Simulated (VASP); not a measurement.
The system is Si.

```
CELL_PARAMETERS angstrom
0.00000 2.71550 2.71550
2.71550 0.00000 2.71550
2.71550 2.71550 0.00000
ATOMIC_POSITIONS crystal
Si 0.00000 0.00000 0.00000
Si 0.25000 0.25000 0.25000
```

Base run:

* Program: VASP 6.6.1
* Functional: PBE
* Potentials or basis: VASP PAW PBE potentials, release 64 (Si)
* Cutoff: 520 eV
* k mesh: 8 × 8 × 8
* Occupations: fermi-dirac, width 0.02 eV
* Spin: no spin polarisation

Its results: band gap on the k mesh 0.62 eV, indirect (least direct gap 2.57 eV).

Task: The run is repeated on the same cell with these changes: functional from PBE to r2SCAN. What comes out?

Result: Band gap on the k mesh 0.81 eV, indirect (least direct gap 2.76 eV).

r2SCAN gives the wider gap, since meta-GGAs in the generalised Kohn-Sham scheme recover part of the derivative discontinuity.

A k mesh can miss the band edges.

Not every run made on this cell is shown here.
